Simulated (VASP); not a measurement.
OSZICAR of a VASP run on Tl2Pd (space group C2/c):

### OSZICAR
```
       N       E                     dE             d eps       ncg     rms          rms(c)
DAV:   1     0.321878469651E+03    0.32188E+03   -0.28429E+04  1204   0.105E+03
DAV:   2    -0.161468740691E+02   -0.33803E+03   -0.33052E+03  1271   0.283E+02
DAV:   3    -0.264264249307E+02   -0.10280E+02   -0.10161E+02  1337   0.451E+01
DAV:   4    -0.265148435337E+02   -0.88419E-01   -0.88336E-01  1295   0.424E+00
DAV:   5    -0.265161167390E+02   -0.12732E-02   -0.12732E-02  1287   0.537E-01    0.105E+01
DAV:   6    -0.259829709369E+02    0.53315E+00   -0.83507E-01  1263   0.523E+00    0.696E+00
DAV:   7    -0.258735189503E+02    0.10945E+00   -0.56932E-01  1301   0.419E+00    0.202E+00
DAV:   8    -0.258598259164E+02    0.13693E-01   -0.93582E-02  1330   0.160E+00    0.901E-01
DAV:   9    -0.258557353078E+02    0.40906E-02   -0.16312E-02  1286   0.819E-01    0.794E-02
DAV:  10    -0.258557247828E+02    0.10525E-04   -0.45433E-04  1264   0.107E-01    0.318E-02
DAV:  11    -0.258557187565E+02    0.60263E-05   -0.35438E-05  1288   0.329E-02    0.563E-03
DAV:  12    -0.258557183899E+02    0.36660E-06   -0.24509E-06   895   0.105E-02
   1 F= -.25855718E+02 E0= -.25847485E+02  d E =-.164661E-01
```

Task: Which electronic solver shows in the log?

Result: It is blocked Davidson (ALGO = Normal, or the opening steps of other solvers). The INCAR had ALGO = Normal.

Task: Can the final energy be trusted as converged?

Result: The run converged. It stopped with EDIFF = 1E-6, NELM = 100 (LDA (Ceperley-Alder, Perdew-Zunger), plane waves, VASP's LDA PAW potentials (set 64)).

The structure comes from a computed database's Tl2Pd entry; how it stands against other phases isn't given here. The cell was not relaxed at this level. The k-mesh is coarse (spacing up to 0.44 per Å, 2π included), so the numbers may not be converged in it.
